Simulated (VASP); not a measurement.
Mg:

```xyz
2
Lattice="3.2093 0.0000 0.0000 -1.6046 2.7793 0.0000 0.0000 0.0000 5.2103" Properties=species:S:1:pos:R:3 pbc="T T T"
Mg    0.0000    1.8529    1.3026
Mg    1.6047    0.9264    3.9077
```

- Program: VASP 6.6.1
- Task: relaxation of cell and atoms
- Functional: PBEsol
- Potentials or basis: VASP PAW PBE potentials, release 64 (Mg)
- Cutoff: 600 eV
- k mesh: 6 × 6 × 4
- Occupations: fermi-dirac, width 0.1 eV
- Spin: no spin polarisation

At the start: pressure -1.1 GPa; volume 23.24 Å³/atom.

Where does the relaxation end?

Over 3 steps the energy falls by 2.5 meV/atom and the volume is 22.54 Å³/atom (-3.0 %); space group P6_3/mmc (No. 194, to 0.05 Å).

Step by step:
```tsv
step	energy change (eV)	largest force (eV/Å)	pressure (GPa)	volume (Å³)
1	0.0000	0.0000	-1.10	46.47
2	-0.0047	0.0000	-0.28	45.41
3	-0.0050	0.0000	0.00	45.08
```

Final structure:
```
Mg
1.0
     3.17677    0.00000    0.00000
    -1.58838    2.75116    0.00000
     0.00000    0.00000    5.15748
Mg
2
Direct
  0.33333 0.66667 0.25000
  0.66667 0.33333 0.75000
```

Caveat: the k mesh is coarse (spacing up to 0.38 Å⁻¹), so the values aren't converged; the PAW data sets were made with another functional, which shifts forces and pressure a little.
